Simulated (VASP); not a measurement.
**A point defect in a supercell of Sb2Pt (Geversite)**

Wanted: what a point defect costs in Sb2Pt (Geversite) and how the lattice relaxes round it. The start is a cell from a database of measured crystal structures.

Program: VASP 6.6.1. Level of theory: PBE; plane waves and PAW (Pt, Sb). Results are calculated unless marked as measured.

## 1. The structure

It takes space group Pa-3 (No. 205, cubic). Conventional cell: a = 6.442 Å, b = 6.442 Å, c = 6.442 Å, α = 90.00°, β = 90.00°, γ = 90.00°. Nearest to Pt lie 6 Sb at 2.67 Å. Nearest to Sb lie 3 Pt at 2.67 Å and 1 Sb at 2.78 Å. Farther neighbours are not listed.

## 2. Relaxing the host crystal

The later steps need the crystal at this functional's own lattice; a raised cutoff keeps the stress reliable while the cell changes.

The input, INCAR:

```
SYSTEM = Sb2Pt
PREC = Normal
ENCUT = 350
EDIFF = 1E-05
NELM = 120
ISMEAR = 0
SIGMA = 0.05
LREAL = Auto
ALGO = Fast
GGA = PE
NBANDS = 52
LASPH = .TRUE.
LORBIT = 11
LWAVE = .FALSE.
LCHARG = .FALSE.
KPAR = 2
NCORE = 2
IBRION = 2
NSW = 40
ISIF = 3
EDIFFG = -0.03
POTIM = 0.4
```

The input, POSCAR:

```
Sb2Pt
1.0
    6.4423000000      0.0000000000      0.0000000000
    0.0000000000      6.4423000000      0.0000000000
    0.0000000000      0.0000000000      6.4423000000
Pt Sb
4 8
Direct
    0.0000000000      0.5000000000      0.5000000000
    0.5000000000      0.5000000000      0.0000000000
    0.5000000000      0.0000000000      0.5000000000
    0.0000000000      0.0000000000      0.0000000000
    0.3753000000      0.1247000000      0.8753000000
    0.1247000000      0.8753000000      0.3753000000
    0.8753000000      0.3753000000      0.1247000000
    0.6247000000      0.6247000000      0.6247000000
    0.6247000000      0.8753000000      0.1247000000
    0.8753000000      0.1247000000      0.6247000000
    0.1247000000      0.6247000000      0.8753000000
    0.3753000000      0.3753000000      0.3753000000
```

The input, KPOINTS:

```
Automatic mesh
0
Gamma
3 3 3
0 0 0
```

Potentials, in the order of the species: Pt and Sb (PBE family, release 64).

Launch:

```console
$ mpirun -np 4 vasp_std
```

Output:

```text
[banner, memory and clock lines left out]
running    4 mpi-ranks, on    1 nodes
 distrk:  each k-point on    2 cores,    2 groups
 distr:  one band on    2 cores,    1 groups

 POSCAR found type information on POSCAR PtSb
 POSCAR found :  2 types and      12 ions
 LDA part: xc-table for (Slater+PW92), standard interpolation
 POSCAR, INCAR and KPOINTS ok, starting setup
 FFT: planning ... GRIDC
 FFT: planning ... GRID_SOFT
 FFT: planning ... GRID
 WAVECAR not read
 entering main loop
       N       E                     dE             d eps       ncg     rms          rms(c)
DAV:   1     0.389822046363E+03    0.38982E+03   -0.24483E+04   416   0.948E+02
DAV:   2    -0.392859154242E+02   -0.42911E+03   -0.40980E+03   500   0.209E+02
DAV:   3    -0.643143848342E+02   -0.25028E+02   -0.24308E+02   480   0.548E+01
DAV:   4    -0.648337981345E+02   -0.51941E+00   -0.51373E+00   496   0.812E+00
DAV:   5    -0.648459641265E+02   -0.12166E-01   -0.12105E-01   480   0.129E+00    0.176E+01
RMM:   6    -0.633007047110E+02    0.15453E+01   -0.92935E+00   416   0.110E+01    0.770E+00
RMM:   7    -0.628822058009E+02    0.41850E+00   -0.10462E+00   416   0.384E+00    0.461E+00
RMM:   8    -0.627918048529E+02    0.90401E-01   -0.21830E-01   416   0.191E+00    0.675E-01
RMM:   9    -0.627913104198E+02    0.49443E-03   -0.43338E-02   416   0.832E-01    0.382E-01
RMM:  10    -0.627924150430E+02   -0.11046E-02   -0.10141E-02   417   0.435E-01    0.178E-01
RMM:  11    -0.627920511622E+02    0.36388E-03   -0.55780E-03   417   0.278E-01    0.689E-02
RMM:  12    -0.627920093411E+02    0.41821E-04   -0.11479E-03   420   0.135E-01    0.379E-02
RMM:  13    -0.627920043708E+02    0.49703E-05   -0.27984E-04   421   0.592E-02    0.849E-03
RMM:  14    -0.627920115377E+02   -0.71669E-05   -0.74114E-05   366   0.289E-02
   1 F= -.62792012E+02 E0= -.62786525E+02  d E =-.627920E+02
 curvature:   0.00 expect dE= 0.000E+00 dE for cont linesearch  0.000E+00
 trial: gam= 0.00000 g(F)=  0.281E-02 g(S)=  0.888E+00 ort = 0.000E+00 (trialstep = 0.100E+01)
 search vector abs. value=  0.891E+00
 bond charge predicted
       N       E                     dE             d eps       ncg     rms          rms(c)
DAV:   1    -0.683358228162E+02   -0.55438E+01   -0.81053E+01   420   0.455E+01    0.177E+01
RMM:   2    -0.636524406268E+02    0.46834E+01   -0.23414E+01   416   0.180E+01    0.855E+00
RMM:   3    -0.629568841858E+02    0.69556E+00   -0.19787E+00   416   0.543E+00    0.419E+00
RMM:   4    -0.628700498788E+02    0.86834E-01   -0.20358E-01   417   0.147E+00    0.270E+00
RMM:   5    -0.628393200597E+02    0.30730E-01   -0.11636E-01   419   0.948E-01    0.724E-01
RMM:   6    -0.628411471791E+02   -0.18271E-02   -0.22669E-02   421   0.437E-01    0.209E-01
RMM:   7    -0.628414782185E+02   -0.33104E-03   -0.33814E-03   444   0.191E-01    0.167E-01
RMM:   8    -0.628415593834E+02   -0.81165E-04   -0.62613E-04   416   0.983E-02    0.828E-02
RMM:   9    -0.628415342332E+02    0.25150E-04   -0.30696E-04   417   0.690E-02    0.281E-02
RMM:  10    -0.628415445921E+02   -0.10359E-04   -0.87070E-05   376   0.295E-02    0.254E-02
RMM:  11    -0.628415451375E+02   -0.54535E-06   -0.13170E-05   256   0.128E-02
   2 F= -.62841545E+02 E0= -.62836525E+02  d E =-.495336E-01
 trial-energy change:   -0.049534  1 .order   -0.077390   -0.890652    0.735872
 step:   0.5219(harm=  0.5476)  dis= 0.00111  next Energy=   -63.020484 (dE=-0.228E+00)
 bond charge predicted
       N       E                     dE             d eps       ncg     rms          rms(c)
DAV:   1    -0.643345024517E+02   -0.14930E+01   -0.18606E+01   420   0.219E+01    0.755E+00
RMM:   2    -0.633133812807E+02    0.10211E+01   -0.69686E+00   416   0.950E+00    0.311E+00
RMM:   3    -0.630440543779E+02    0.26933E+00   -0.62041E-01   416   0.301E+00    0.867E-01
RMM:   4    -0.630198072647E+02    0.24247E-01   -0.16528E-01   416   0.109E+00    0.440E-01
RMM:   5    -0.630153999460E+02    0.44073E-02   -0.33391E-02   416   0.692E-01    0.358E-01
RMM:   6    -0.630156257389E+02   -0.22579E-03   -0.41544E-03   416   0.225E-01    0.134E-01
RMM:   7    -0.630158206639E+02   -0.19492E-03   -0.12170E-03   422   0.113E-01    0.768E-02
RMM:   8    -0.630157590113E+02    0.61653E-04   -0.51561E-04   415   0.808E-02    0.246E-02
RMM:   9    -0.630157650573E+02   -0.60460E-05   -0.99649E-05   388   0.317E-02
   3 F= -.63015765E+02 E0= -.63010742E+02  d E =-.223754E+00
 curvature:  -0.27 expect dE=-0.154E-03 dE for cont linesearch -0.138E-03
 trial: gam= 0.00000 g(F)=  0.428E-04 g(S)=  0.522E-03 ort =-0.212E-01 (trialstep = 0.904E+00)
 search vector abs. value=  0.565E-03
 reached required accuracy - stopping structural energy minimisation
```

The job ended after 13 s (4 MPI ranks of AMD EPYC 9R45, shared host; peak memory 0.56 GiB).

Lines that name or quote the potential files are left out of all logs, and their timing lines are given in words.

From OUTCAR (step 2):

```text
ion  position               nearest neighbor table
   1  0.000  0.500  0.500-   6 2.67   7 2.67   8 2.67  10 2.67  11 2.67  12 2.67
   2  0.500  0.500  0.000-   5 2.67   7 2.67   8 2.67   9 2.67  11 2.67  12 2.67
   3  0.500  0.000  0.500-   5 2.67   6 2.67   8 2.67   9 2.67  10 2.67  12 2.67
   4  0.000  0.000  0.000-   5 2.67   6 2.67   7 2.67   9 2.67  10 2.67  11 2.67
   5  0.375  0.125  0.875-   2 2.67   3 2.67   4 2.67   9 2.78  10 3.60  11 3.60  12 3.60  12 3.60
                            11 3.60  10 3.60
   6  0.125  0.875  0.375-   1 2.67   3 2.67   4 2.67  10 2.78   9 3.60  11 3.60  12 3.60  11 3.60
                            12 3.60   9 3.60
   7  0.875  0.375  0.125-   1 2.67   2 2.67   4 2.67  11 2.78  10 3.60   9 3.60  12 3.60  10 3.60
                             9 3.60  12 3.60
   8  0.625  0.625  0.625-   1 2.67   2 2.67   3 2.67  12 2.78  10 3.60  11 3.60   9 3.60   9 3.60
                            10 3.60  11 3.60
   9  0.625  0.875  0.125-   2 2.67   3 2.67   4 2.67   5 2.78   6 3.60   7 3.60   8 3.60   8 3.60
                             7 3.60   6 3.60
  10  0.875  0.125  0.625-   1 2.67   3 2.67   4 2.67   6 2.78   5 3.60   7 3.60   8 3.60   7 3.60
                             8 3.60   5 3.60
  11  0.125  0.625  0.875-   1 2.67   2 2.67   4 2.67   7 2.78   6 3.60   5 3.60   8 3.60   6 3.60
                             5 3.60   8 3.60
  12  0.375  0.375  0.375-   1 2.67   2 2.67   3 2.67   8 2.78   6 3.60   7 3.60   5 3.60   5 3.60
                             6 3.60   7 3.60

  LATTYP: Found a simple cubic cell.
 ALAT       =     6.4423000000

 Subroutine GETGRP returns: Found 24 space group operations
 (whereof  6 operations were pure point group operations)

The static configuration has the point symmetry S_6 .
 The point group associated with its full space group is T_h .

 Found      4 irreducible k-points:

   k-points           NKPTS =      4   k-points in BZ     NKDIM =      4   number of bands    NBANDS=     52

   dimension x,y,z NGX =    30 NGY =   30 NGZ =   30
   dimension x,y,z NGXF=    60 NGYF=   60 NGZF=   60

   ENCUT  =  350.0 eV  25.72 Ry    5.07 a.u.   9.83  9.83  9.83*2*pi/ulx,y,z

   NELECT =      80.0000    total number of electrons

 k-points in reciprocal lattice and weights: Automatic mesh
   0.00000000  0.00000000  0.00000000       0.037
   0.33333333  0.00000000  0.00000000       0.222
   0.33333333  0.33333333  0.00000000       0.444
   0.33333333  0.33333333  0.33333333       0.296

 average (electrostatic) potential at core
       1 -65.8628       2 -65.8628       3 -65.8628       4 -65.8628       5 -84.2158
       6 -84.2158       7 -84.2158       8 -84.2158       9 -84.2158      10 -84.2158
      11 -84.2158      12 -84.2158

 E-fermi :   8.7075

 k-point     1 :       0.0000    0.0000    0.0000
  band No.  band energies     occupation
    ...
     39       8.1677      2.00000
     40       8.1677      2.00000
     41       8.6114      1.99347
     42       8.6114      1.99347
     43       8.6114      1.99347
     44       9.6540      0.00000
     45      11.7929      0.00000
     46      11.7929      0.00000
     47      11.7929      0.00000
     48      12.8879      0.00000
    ...

 k-point     2 :       0.3333    0.0000    0.0000
  band No.  band energies     occupation
    ...
     36       6.8489      2.00000
     37       7.5005      2.00000
     38       7.5584      2.00000
     39       7.9275      2.00000
     40       8.3999      2.00000
     41       9.0581      0.00000
     42       9.0957      0.00000
     43       9.2630      0.00000
     44      10.1730      0.00000
     45      10.9577      0.00000
    ...

 k-point     3 :       0.3333    0.3333    0.0000
  band No.  band energies     occupation
    ...
     36       7.4027      2.00000
     37       7.4189      2.00000
     38       7.6608      2.00000
     39       7.9549      2.00000
     40       8.6836      1.50163
     41       9.4001      0.00000
     42       9.5002      0.00000
     43       9.9657      0.00000
     44      10.2718      0.00000
     45      10.4723      0.00000
    ...

  Total       -0.2326571     -0.2326571     -0.2326571      0.0000000      0.0000000     -0.0000000
  in kB       -1.3288969     -1.3288969     -1.3288969      0.0000000      0.0000000     -0.0000000
  external PRESSURE =      -1.3288969 kB  Pullay stress =       0.0000000 kB

  energy-cutoff  :      350.00
  volume of cell :      280.50
      direct lattice vectors                 reciprocal lattice vectors
     6.546038067  0.000000000  0.000000000     0.152764159  0.000000000  0.000000000
     0.000000000  6.546038067  0.000000000    -0.000000000  0.152764159 -0.000000000
    -0.000000000  0.000000000  6.546038067    -0.000000000  0.000000000  0.152764159

 POSITION                                       TOTAL-FORCE (eV/Angst)
 -----------------------------------------------------------------------------------
     -0.00000      3.27302      3.27302         0.000000     -0.000000      0.000000
      3.27302      3.27302      0.00000        -0.000000     -0.000000      0.000000
      3.27302      0.00000      3.27302         0.000000     -0.000000      0.000000
      0.00000      0.00000      0.00000        -0.000000     -0.000000      0.000000
      2.45557      0.81745      5.72859        -0.006794      0.006794     -0.006794
      0.81745      5.72859      2.45557         0.006794     -0.006794     -0.006794
      5.72859      2.45557      0.81745        -0.006794     -0.006794      0.006794
      4.09047      4.09047      4.09047         0.006794      0.006794      0.006794
      4.09047      5.72859      0.81745         0.006794     -0.006794      0.006794
      5.72859      0.81745      4.09047        -0.006794      0.006794      0.006794
      0.81745      4.09047      5.72859         0.006794      0.006794     -0.006794
      2.45557      2.45557      2.45557        -0.006794     -0.006794     -0.006794
 -----------------------------------------------------------------------------------
    total drift:                               -0.000000      0.000000      0.000000

  FREE ENERGIE OF THE ION-ELECTRON SYSTEM (eV)
  ---------------------------------------------------
  free  energy   TOTEN  =       -63.0157650573 eV

  energy  without entropy=      -63.0057180918  energy(sigma->0) =      -63.01074157

 reached required accuracy - stopping structural energy minimisation

 total charge
# of ion       s       p       d       tot
------------------------------------------
    1        0.675   0.641   8.060   9.377
    2        0.675   0.641   8.060   9.377
    3        0.675   0.641   8.060   9.377
    4        0.675   0.641   8.060   9.377
    5        1.150   1.193   0.057   2.400
    6        1.150   1.193   0.057   2.400
    7        1.150   1.193   0.057   2.400
    8        1.150   1.193   0.057   2.400
    9        1.150   1.193   0.057   2.400
   10        1.150   1.193   0.057   2.400
   11        1.150   1.193   0.057   2.400
   12        1.150   1.193   0.057   2.400
--------------------------------------------------
tot         11.896  12.113  32.697  56.706

[... 1 further part left out ...]
```

CONTCAR:

```
Sb2Pt
   1.00000000000000
     6.5460380674204615    0.0000000000000000    0.0000000000000000
     0.0000000000000000    6.5460380674204615    0.0000000000000000
    -0.0000000000000000    0.0000000000000000    6.5460380674204615
  Pt              Sb
     4     8
Direct
     0.0000000000000000    0.5000000000000000    0.5000000000000000
     0.5000000000000000    0.5000000000000000    0.0000000000000000
     0.5000000000000000    0.0000000000000000    0.5000000000000000
     0.0000000000000000    0.0000000000000000    0.0000000000000000
     0.3751229840707733    0.1248770159292267    0.8751229840707734
     0.1248770159292267    0.8751229840707734    0.3751229840707733
     0.8751229840707734    0.3751229840707733    0.1248770159292267
     0.6248770159292266    0.6248770159292266    0.6248770159292266
     0.6248770159292266    0.8751229840707734    0.1248770159292267
     0.8751229840707734    0.1248770159292267    0.6248770159292266
     0.1248770159292267    0.6248770159292266    0.8751229840707734
     0.3751229840707733    0.3751229840707733    0.3751229840707733
```

The k-mesh is coarse for a metal. The run keeps the 24 symmetry operations of its start, so it cannot find a distortion of lower symmetry.

Relaxation path:

```csv
step,energy less that of the first step (eV),largest force (eV/Å),pressure (GPa),volume (Å³)
1,0.0000,0.0954,5.75,267.38
2,-0.0495,0.0853,-4.33,292.89
3,-0.2238,0.0118,-0.13,280.50
```

```csv
"conventional cell, symmetrised",before,after,change
a (Å),6.442,6.546,+1.6 %
b (Å),6.442,6.546,+1.6 %
c (Å),6.442,6.546,+1.6 %
volume (Å³/atom),22.28,23.38,+4.9 %
```

The relaxed structure:

```xyz
12
Lattice="6.5460 0.0000 0.0000 0.0000 6.5460 0.0000 0.0000 0.0000 6.5460" Properties=species:S:1:pos:R:3 pbc="T T T"
Pt    0.0000    3.2730    3.2730
Pt    3.2730    3.2730    0.0000
Pt    3.2730    0.0000    3.2730
Pt    0.0000    0.0000    0.0000
Sb    2.4556    0.8174    5.7286
Sb    0.8174    5.7286    2.4556
Sb    5.7286    2.4556    0.8174
Sb    4.0905    4.0905    4.0905
Sb    4.0905    5.7286    0.8174
Sb    5.7286    0.8174    4.0905
Sb    0.8174    4.0905    5.7286
Sb    2.4556    2.4556    2.4556
```

Numbers from this step:

```
electronic cycles                               : 34
electrons                                       : 80
free energy (TOTEN)                             : -63.0158 eV
energy at zero smearing                         : -63.0107 eV
Fermi energy                                    : 8.707 eV
labelled metallic, from the levels on this mesh : yes
```

The run ended after 3 ionic steps, 0.224 eV below its first step, once forces and stress met EDIFFG = -0.03.

[end of part 1 of 2]

[Lines on the potential files, build, host, timing and source positions are cut from VASP's logs without a mark.]

[Logs are printed without paths, hosts, clocks, repeated set-up lines and the standing remarks that a program may print on its own settings, such as how far it seeks lower states.]

[Hosts, paths, dates, database ids (printed as entryN), source tags and the programs' standing remarks are cut or masked in the printed files.]

[In band tables of VASP the shares of atoms and orbitals are scaled to a sum of 1 inside the atoms' spheres.]

[Runs that stopped without an error message from VASP are left out.]
